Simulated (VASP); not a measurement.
Input for VASP

POSCAR:
```
NiSb
1
    2.0043000000    -3.4715500000     0.0000000000
    2.0043000000     3.4715500000     0.0000000000
    0.0000000000     0.0000000000     5.2326000000
Ni Sb
2 2
Direct
  0.0000000000   0.0000000000   0.5000000000
  0.0000000000   0.0000000000   0.0000000000
  0.3333330000   0.6666670000   0.2500000000
  0.6666670000   0.3333330000   0.7500000000
```

INCAR:
```
SYSTEM = NiSb
PREC = Accurate
ENCUT = 400
EDIFF = 1E-6
NELM = 100
ALGO = Normal
LREAL = .FALSE.
LASPH = .TRUE.
ISMEAR = 1
SIGMA = 0.1
GGA = PE
LMAXMIX = 4
LWAVE = .FALSE.
LCHARG = .FALSE.
ISIF = 2
NBANDS = 13
```

File KPOINTS:
```
Automatic mesh
0
Gamma
7 7 5
0 0 0
```

POTCAR, in this order: Ni Sb (PBE.64 set). Program: vasp_std.

Problem. Does this input run properly? What does VASP do?

Solution. There is a fault: NBANDS is too small to hold all electrons. VASP stops with an error: The number of bands is not sufficient to hold all electrons. I am sorry, but this calculation does not make sense. If you want to calculate only selected states, you need to set either EFERMI or EREF. EREF specifies around which energy states are supposed to be calculated. I found NBANDS = 13, NELECT = 30. ----> I REFUSE TO CONTINUE WITH THIS SICK JOB ... BYE!!! <----

standard output:
```
 POSCAR found type information on POSCAR NiSb
 POSCAR found :  2 types and       4 ions
 Reading from existing POTCAR
 Reading from existing POTCAR
 LDA part: xc-table for (Slater+PW92), standard interpolation

 -----------------------------------------------------------------------------
|                                                                             |
|     EEEEEEE  RRRRRR   RRRRRR   OOOOOOO  RRRRRR      ###     ###     ###     |
|     E        R     R  R     R  O     O  R     R     ###     ###     ###     |
|     E        R     R  R     R  O     O  R     R     ###     ###     ###     |
|     EEEEE    RRRRRR   RRRRRR   O     O  RRRRRR       #       #       #      |
|     E        R   R    R   R    O     O  R   R                               |
|     E        R    R   R    R   O     O  R    R      ###     ###     ###     |
|     EEEEEEE  R     R  R     R  OOOOOOO  R     R     ###     ###     ###     |
|                                                                             |
|     The number of bands is not sufficient to hold all electrons. I am       |
|     sorry, but this calculation does not make sense. If you want to         |
|     calculate only selected states, you need to set either EFERMI or        |
|     EREF. EREF specifies around which energy states are supposed to be      |
|     calculated.                                                             |
|     I found NBANDS = 13, NELECT = 30.                                       |
|                                                                             |
|       ---->  I REFUSE TO CONTINUE WITH THIS SICK JOB ... BYE!!! <----       |
|                                                                             |
 -----------------------------------------------------------------------------
```

To mend it, remove NBANDS.

The mended run (PBE GGA, plane waves, VASP's PBE PAW potentials (set 64)) converges, and its OSZICAR ends with
```
   1 F= -.20289132E+02 E0= -.20289915E+02  d E =0.234902E-02
```

The compound is NiSb in the NiAs type structure. The cell was not relaxed at this level. The run is not spin-polarised, so no magnetic state was tried.
